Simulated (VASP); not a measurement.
Given:

```
CELL_PARAMETERS angstrom
      4.27436     0.00000     0.00000
      0.00000     4.27436     0.00000
      0.00000     0.00000     4.27436
ATOMIC_POSITIONS crystal
  Cs 0.00000 0.00000 0.00000
  Br 0.50000 0.50000 0.50000
```

These are rev-vdW-DF2, VASP's PBE PAW potentials (set 64) (plane waves; VASP) values and carry that method's errors. Run with 520 eV cut-off, Gaussian smearing of 0.050 eV, potentials Cs_sv Br.

Unless said otherwise, spin-orbit coupling is left out, though it shifts the bands of the heavy elements here.

Task: What does the run give for the band gap (along the path) with the smallest direct gap where there is one?

Result: 
| Quantity | Value |
|---|---|
| band gap (along the path) | 4.42 eV |
| smallest direct gap (along the path) | 4.42 eV |

The compound is CsBr in the CsCl type structure. It was relaxed first.
